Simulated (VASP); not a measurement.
Input of a VASP 6.6.1 run:

Contents of INCAR:

```
SYSTEM = AlH3
  ALGO = Normal
  EDIFF = 1E-6
  EDIFFG = -0.01
  ENCUT = 520
  IBRION = 2
  ISIF = 2
  ISMEAR = 0
  LASPH = .TRUE.
  LCHARG = .FALSE.
  LREAL = .FALSE.
  LWAVE = .FALSE.
  NELM = 100
  NSW = 60
  PREC = Accurate
  SIGMA = 0.01
```

File KPOINTS:

```
k-points
0
G
  1 1 1
  0 0 0
```

POSCAR

```
AlH3
1.0
   12.0000000000      0.0000000000      0.0000000000
    0.0000000000     11.0000000000      0.0000000000
    0.0000000000      0.0000000000     12.0000000000
Al H
1 3
Cartesian
    6.3224000400      5.5867499600      6.0890499600
    6.9419000400      6.2724500300      7.3777500000
    4.9679000400      4.7695499500      6.1992500400
    7.0581000000      5.7172500000      4.6902500400
```

Potentials or basis: VASP PAW LDA potentials, release 64 (Al, H).

The run is started by

```console
$ cat potpaw_LDA.64/Al/POTCAR potpaw_LDA.64/H/POTCAR > POTCAR
$ mpirun -np 1 vasp_gam > vasp.out
```

(1) What does it give for the gap between the frontier levels?

(2) Predict the energy gained by relaxing.

Results:

(1) 4.52 eV.

(2) 0.2 meV/atom.
